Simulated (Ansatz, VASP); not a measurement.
# La2O3 in two plane-wave programs, part 3 of 3

Aim: how closely do two programs agree when they are given the same cell, functional and k mesh? The cell is taken from a series of runs on this material, whose earlier steps may have relaxed, scaled, displaced or heated it; both programs get it as it stands.

VASP 6.6.1 and Ansatz 0.2.0.

So far: Starting point; VASP: zone-centre phonons, LDA.

### 3. Ansatz: zone-centre phonons, LDA

Level of this step: Ansatz beside VASP: Kohn-Sham DFT, plane waves, LDA (Ansatz).

Ansatz runs on its PAW soft_1 files.

The same cell, functional (in two slightly different forms) and mesh now go to Ansatz, which takes its cutoff from its data sets.

input.yaml reads:

```yaml
crystal:
  lattice:
    - [3.9032621698, 0.0, 0.0]
    - [-1.9516310849, 3.3803241967, 0.0]
    - [0.0, 0.0, 5.8317102954]
  atoms:
    - { symbol: O, position: [0.6666666793, 0.3333333207, 0.350675369] }
    - { symbol: O, position: [0.3333333207, 0.6666666793, 0.649324631] }
    - { symbol: O, position: [0.0, 0.0, 0.0] }
    - { symbol: La, position: [0.6666666646, 0.3333333354, 0.7579146031] }
    - { symbol: La, position: [0.3333333354, 0.6666666646, 0.2420853969] }
kpoints:
  mp_grid: { grid: [9, 9, 4] }
hamiltonian:
  xc: lda
  pseudopotentials: { kind: paw, azcp: { folder: soft_1 }, xc_functional: pbe }
scf:
  occupations: { method: fixed }
output:
  eigenvalues: true
phonons:
  method: dfpt
  dielectric: true
  rigid_motions: translations
```

Started as:

```
ansatz run input.yaml --threads 8 --pin off --max-ram 16384MiB --backend cpu --events-out ev --progress --plain --runs-dir out
```

Numbers of over 12 decimals in the logs are rounded to 6 here.

Output:

```text
Engine: ansatz 0.2.0, aarch64-unknown-linux-gnu
Pseudopotentials: kind: paw
Pseudopotential: O, paw, valence charge 6, recommended cutoff 420 eV (normal), soft_1/O.paw.azcp
Pseudopotential: La, paw, valence charge 11, recommended cutoff 420 eV (normal), soft_1/La.paw.azcp
Functional definition: SPW92
  exchange = slater_x
  correlation = pw_c
Crystal: 5 atoms, lattice volume = 76.945 Å³
Basis set: ecut = 420 eV, 1519 PW (Γ), exchange–correlation on 54×54×80 points (8 copies of the dense FFT grid, shifted against one another)
Bands: 25, of which v1, the nominal top of the filled ones, is band 20 counted from 1 (19 counted from 0)
Symmetry: 12 space group operations
k-points: 95 of 324 (irreducible under 2 space group operations, time reversal used)
Non-local potential: O, projectors of the file, l = 0: 2, l = 1: 2, l = 2: 1
Non-local potential: La, projectors of the file, l = 0: 3, l = 1: 2, l = 2: 2, l = 3: 3
PAW form: soft (Blöchl's): semilocal exchange-correlation on the pseudo side does not see the compensation charge
PAW frozen core: O, regenerated for the run's functional, and the local potential with it (the file was generated under x = pbe(κ = 0.804, μ = 0.219515), c = pbe(β = 0.066725))
PAW frozen core: La, regenerated for the run's functional, and the local potential with it (the file was generated under x = pbe(κ = 0.804, μ = 0.219515), c = pbe(β = 0.066725))
PAW one-centre angular grid: O, 110 points (default); XC on 64 Gauss nodes
PAW one-centre angular grid: La, 590 points (default); XC on 64 Gauss nodes
Initial density: superposition of atomic densities (chi_scale 0.1, normalization cell, long waves kept (reshape's long-wave potential 0.02 eV rms))
Initial wavefunctions: pseudopotential atomic-orbital guess
Functional: x = slater, c = lda
SCF iter   1: F=—  HF=-13829.033238 eV  |F-HF|=—  |Δ(HF+E_count)|=         —  Δρ=7.06e-2  dr2=3.59e0  ethr=3.10e-3  ⟨swp⟩=3.9  Hψ=9607  notcnv=0  defer=169
preconditioner: auto → Resta (q_TF=auto, 2.446 Å⁻¹)  ε∞=5.8  [insulator: Δε(μ)=2.920 eV  Ē_g=11.623 eV  n_scr=22 (ndim 8)  ℏωp=25.4 eV  f_vac=0.000  ε∞_Penn≈5.8]
SCF iter   2: F=—  HF=-13828.468844 eV  |F-HF|=—  |Δ(HF+E_count)|=   5.64e-1  Δρ=3.23e-2  dr2=9.75e-1  ethr=3.10e-3  ⟨swp⟩=4.8  Hψ=6041  notcnv=0  defer=189
SCF iter   3: F=—  HF=-13828.348713 eV  |F-HF|=—  |Δ(HF+E_count)|=   1.20e-1  Δρ=1.58e-2  dr2=2.67e-1  ethr=2.44e-3  ⟨swp⟩=2.0  Hψ=3876  notcnv=0  defer=213
SCF iter   4: F=—  HF=-13828.305489 eV  |F-HF|=—  |Δ(HF+E_count)|=   4.32e-2  Δρ=4.80e-3  dr2=2.44e-2  ethr=6.68e-4  ⟨swp⟩=4.1  Hψ=4471  notcnv=0  defer=266
SCF iter   5: F=—  HF=-13828.302894 eV  |F-HF|=—  |Δ(HF+E_count)|=   2.60e-3  Δρ=3.39e-3  dr2=8.22e-3  ethr=6.11e-5  ⟨swp⟩=4.6  Hψ=4380  notcnv=0  defer=279
SCF iter   6: F=—  HF=-13828.301840 eV  |F-HF|=—  |Δ(HF+E_count)|=   1.05e-3  Δρ=1.04e-3  dr2=8.41e-4  ethr=2.05e-5  ⟨swp⟩=2.5  Hψ=3863  notcnv=0  defer=281
SCF iter   7: F=—  HF=-13828.302026 eV  |F-HF|=—  |Δ(HF+E_count)|=   1.87e-4  Δρ=2.06e-4  dr2=3.61e-5  ethr=2.10e-6  ⟨swp⟩=2.4  Hψ=3530  notcnv=0  defer=281
SCF iter   8: F=—  HF=-13828.302033 eV  |F-HF|=—  |Δ(HF+E_count)|=   7.09e-6  Δρ=3.11e-5  dr2=8.44e-7  ethr=9.01e-8  ⟨swp⟩=2.1  Hψ=3627  notcnv=0  defer=266
SCF iter   9: F=—  HF=-13828.302033 eV  |F-HF|=—  |Δ(HF+E_count)|=   8.46e-8  Δρ=6.61e-6  dr2=3.61e-8  ethr=2.11e-9  ⟨swp⟩=2.3  Hψ=4264  notcnv=0  defer=257
SCF iter  10: F=—  HF=-13828.302033 eV  |F-HF|=—  |Δ(HF+E_count)|=   4.25e-9  Δρ=9.30e-7  dr2=6.78e-10  ethr=9.02e-11  ⟨swp⟩=2.7  Hψ=4077  notcnv=0  defer=259
SCF iter  11: F=—  HF=-13828.302033 eV  |F-HF|=—  |Δ(HF+E_count)|=  2.26e-10  Δρ=4.78e-7  dr2=1.35e-10  ethr=1.00e-12  ⟨swp⟩=19.1  Hψ=19525  notcnv=0
SCF iter  12: F=-13828.302033 eV  HF=-13828.302033 eV  |F-HF|=1.82e-12  |Δ(HF+E_count)|=  1.64e-11  Δρ=8.45e-8  dr2=5.06e-12  ethr=1.00e-12  ⟨swp⟩=6.2  Hψ=11404  notcnv=0
SCF 1 converged in 12 iterations: F = -13828.302033 eV  dr2 = 5.06e-12
  greatest PAW one-centre occupation: 0.972 electrons in one spin orbital (limit 2), on the La atom at site 4 (counted from 0), in its partial waves of l = 0
NSCF: frozen V_eff on 4 k-points
DFPT response loops at Γ: preconditioner auto → Resta (q_TF=auto, 2.446 Å⁻¹)  ε∞=4.0 (no band partly filled); β = 1.00, the filter's whole step (`scf.mixing.beta` (0.50) is not read by the response loops at its default; to damp them type it under 1.00, their step now; it binds the ground state too); Broyden in place of MSR1
── the response to a field inside a basis, on 10×10×4 k-points: an SCF that follows is theirs, and a resumed run solves both again ──
Bands: 21, of which v1, the nominal top of the filled ones, is band 20 counted from 1 (19 counted from 0)
k-points: 110 of 400 (irreducible under 4 space group operations)
Initial density: handed on by an earlier stage of this run
Initial wavefunctions: pseudopotential atomic-orbital guess (no wavefunctions were taken with the density)
Eigensolver: Dense (110 Hₖ)
SCF iter   1: F=—  HF=-13828.295832 eV  |F-HF|=—  |Δ(HF+E_count)|=         —  Δρ=3.71e-4  dr2=2.16e-5  ethr=1.00e-1
preconditioner: auto → Resta (q_TF=auto, 2.446 Å⁻¹)  ε∞=5.6  [insulator: Δε(μ)=3.793 eV  Ē_g=11.847 eV  n_scr=22 (ndim 8)  ℏωp=25.4 eV  f_vac=0.018  ε∞_Penn≈5.6]
SCF iter   2: F=—  HF=-13828.295826 eV  |F-HF|=—  |Δ(HF+E_count)|=   6.34e-6  Δρ=1.54e-4  dr2=8.25e-6  ethr=5.40e-8
SCF iter   3: F=—  HF=-13828.295825 eV  |F-HF|=—  |Δ(HF+E_count)|=   1.64e-6  Δρ=8.14e-5  dr2=9.51e-7  ethr=2.06e-8
SCF iter   4: F=-13828.295824 eV  HF=-13828.295824 eV  |F-HF|=2.72e-8  |Δ(HF+E_count)|=   3.18e-7  Δρ=7.31e-6  dr2=3.45e-8  ethr=2.38e-9
SCF 1 converged in 4 iterations: F = -13828.295824 eV  dr2 = 3.45e-8
DFPT response loops at Γ: mixed as the last ones told, above
SCF converged after 12 iterations
Free energy (F): -13828.302033 eV
Harris-Foulkes:  -13828.302033 eV  (|F-HF|=1.82e-12)
Internal energy: -13828.302033 eV  (E = F + TS)
E sigma→0 (E₀):  -13828.302033 eV
Fermi energy:    10.147113 eV
--- Per-component energies (eV) ---
  E_band       = 13.101591
  E_kinetic    = 882.926021
  E_local      = -1419.789744  (includes V_loc(G=0)·N_el)
  E_nonlocal   = 344.694102
  E_hartree    = 529.522862
  E_xc         = -499.909562
  E_vxc        = -567.638073  (∫ρ·V_xc dr)
  E_paw        = -10943.351736  (= ΣΔE_a)
  E_vpaw       = -286.138845  (= ΣTr[D̂ρ^β])
  E_aug_tail   = 0.002346  (compensation charges beyond the density's cutoff)
  E_ewald      = -2723.330738
  E_core_change = 0.934417  (= ΣΔE_core)
  E_smearing   = -0.000000  (= −TS)
  E_closure    = -0.000000  (closes the sum)
  Σ components = -13828.302033   (vs F -13828.302033, Δ=0.00e0)
--- Band table (eV; the first three rows and the last of 95) ---
  k-point 0: bands = [... 16 lower, 8.2862, 9.6468, 9.6468, 9.9126, 14.4368, 14.5142, 14.5142, 15.5877, ... 1 higher]
  k-point 1: bands = [... 16 lower, 8.7632, 9.5715, 9.7220, 9.7220, 14.5920, 14.6232, 14.6232, 15.4855, ... 1 higher]
  k-point 2: bands = [... 16 lower, 8.9440, 9.2225, 9.8094, 9.8094, 14.7276, 14.7276, 14.8282, 15.3397, ... 1 higher]
  k-point 94: bands = [... 16 lower, 9.3398, 9.3900, 9.8197, 10.0887, 14.6709, 14.8663, 14.9892, 15.4180, ... 1 higher]
--- Phonons (Γ-DFPT): 6 representative perturbations + reference, on 95 of 324 k-points (Σ response iterations 23) ---
  k mesh reduced under 2 symmetry operations, with k and −k counted as one. Each operation leaves every solved perturbation unchanged. A smaller set is not considered because the run solves the response to a homogeneous field
  ASR residual: 8.284e-5 → 0.000e0 eV/Å²; symmetrization residual: 1.485e-6 eV/Å²
  ASR residual per site (eV/Å²): 3.98e-5 3.98e-5 8.28e-5 8.01e-6 8.01e-6
  Γ frequencies (cm⁻¹): 0.00 0.00 0.00 110.50 110.50 205.35 212.36 212.36 213.88 377.83 377.83 396.26 405.67 405.67 450.04
  ε∞ (high-frequency dielectric tensor):
        4.945450    -0.000000     0.000000
       -0.000000     4.945450    -0.000000
        0.000000    -0.000000     4.942968
  ε⁰ (static dielectric tensor: ions relaxed, cell fixed):
       23.670546    -0.000000     0.000000
       -0.000000    23.670546    -0.000000
        0.000000    -0.000000    24.194610
  ε⁰ − ε∞ (ionic part):
       18.725097    -0.000000     0.000000
       -0.000000    18.725097    -0.000000
        0.000000    -0.000000    19.251642
  softest optical mode at Γ: 110.50 cm⁻¹; the repairs (sum rule, projections) moved no ω² at Γ by more than (1.34 cm⁻¹)²
  Born effective charges Z* (e; rows j = field, columns β = displacement):
    site 0:
        -2.83052   -0.00000   -0.00000
         0.00000   -2.83052   -0.00000
         0.00000   -0.00000   -2.65055
    site 1:
        -2.83052   -0.00000   -0.00000
         0.00000   -2.83052   -0.00000
         0.00000   -0.00000   -2.65055
    site 2:
        -2.79161   -0.00000    0.00000
         0.00000   -2.79161   -0.00000
         0.00000   -0.00000   -2.52815
    site 3:
         4.22632    0.00000   -0.00000
         0.00000    4.22632    0.00000
        -0.00000    0.00000    3.91463
    site 4:
         4.22632   -0.00000    0.00000
         0.00000    4.22632    0.00000
        -0.00000    0.00000    3.91463
  Z* charge neutrality: 1.251e-3 e pre-enforcement
  solved inside a basis spanned on kpoints, on 10×10×4 k-points, its susceptibility summed on 12×12×8: ε∞ is read to err by 1.3e-2, Z* by 1.4e-2 e (field_mesh: kpoints solves on kpoints); Z* is corrected for what the basis lacks
  optical modes at Γ without the LO–TO term, one row a degenerate level:
      ω (cm⁻¹)  modes    IR ((D/Å)²/amu)
[...]
optical modes at Γ + LO–TO along q̂ = [1.0000, 0.0000, 0.0000]:
      ω (cm⁻¹)  modes    IR ((D/Å)²/amu)
[...]
optical modes at Γ + LO–TO along q̂ = [0.0000, 1.0000, 0.0000]:
      ω (cm⁻¹)  modes    IR ((D/Å)²/amu)
[...]
optical modes at Γ + LO–TO along q̂ = [0.0000, 0.0000, 1.0000]:
      ω (cm⁻¹)  modes    IR ((D/Å)²/amu)
        110.50      2             0.0000
        205.35      1             0.0000
        212.36      2            51.8648
        377.83      2            28.6900
        396.26      1             0.0000
        402.17      1             7.1121
        405.67      2             0.0000
        529.52      1            27.4565
```

Reading the cycles: dr2 is the Hartree energy of the density residual (eV), the measure of convergence; HF is the Harris–Foulkes estimate of the energy, which meets the free energy F at convergence.

### 4. Comparison

Known differences besides the potentials themselves: the two LDA forms differ slightly; fixed occupations in Ansatz, narrow Gaussian smearing in VASP; VASP's response is taken on the typed mesh, Ansatz refines its own for the field response alone; the cutoff is 420 eV in Ansatz and 600 eV in VASP; VASP's log shows a relativistic correction to its local exchange, Ansatz's none; VASP's log repeats an internal error in its field response. Total energies have different zeros and are not compared.

Both answers:

```
                                     quantity  Ansatz   VASP  difference
                                        ε∞ xx    4.95   4.95     +0.00 %
                                        ε∞ yy    4.95   4.95     +0.00 %
                                        ε∞ zz    4.94   4.95     -0.05 %
 Born charge of O1 (mean of the diagonal) (e)   -2.77  -2.76       -0.01
Born charge of La4 (mean of the diagonal) (e)    4.12   4.13       -0.01
                   optical mode 1 to 2 (cm⁻¹)   110.5  110.6     -0.09 %
                        optical mode 3 (cm⁻¹)   205.3  205.7     -0.16 %
                   optical mode 4 to 5 (cm⁻¹)   212.4  212.4     +0.00 %
                        optical mode 6 (cm⁻¹)   213.9  214.0     -0.05 %
                   optical mode 7 to 8 (cm⁻¹)   377.8  377.5     +0.08 %
                        optical mode 9 (cm⁻¹)   396.3  396.2     +0.02 %
                 optical mode 10 to 11 (cm⁻¹)   405.7  405.1     +0.13 %
                       optical mode 12 (cm⁻¹)   450.0  450.3     -0.07 %
```

Modes are paired by rising frequency, not by their patterns, so a pair may set unlike modes beside each other; they are those without the splitting of longitudinal modes.

### 5. Outcome

```json
{
 "r.m.s. difference of the optical zone-centre modes, each program's sorted by frequency (zone-centre phonons, LDA)": "0.29 cm⁻¹"
}
```

In words: The r.m.s. difference of the optical zone-centre modes, each program's sorted by frequency is 0.29 cm⁻¹ (zone-centre phonons, LDA). Such differences can come from data sets, numerical settings and the points named under the comparisons, not from the functional's error against experiment.

[Lines on the potential files, build, host, timing and source positions are cut from VASP's logs without a mark.]

[Logs are printed without paths, hosts, clocks, repeated set-up lines and the standing remarks that a program may print on its own settings, such as how far it seeks lower states.]

[Hosts, paths, dates, database ids (printed as entryN), source tags and the programs' standing remarks are cut or masked in the printed files.]
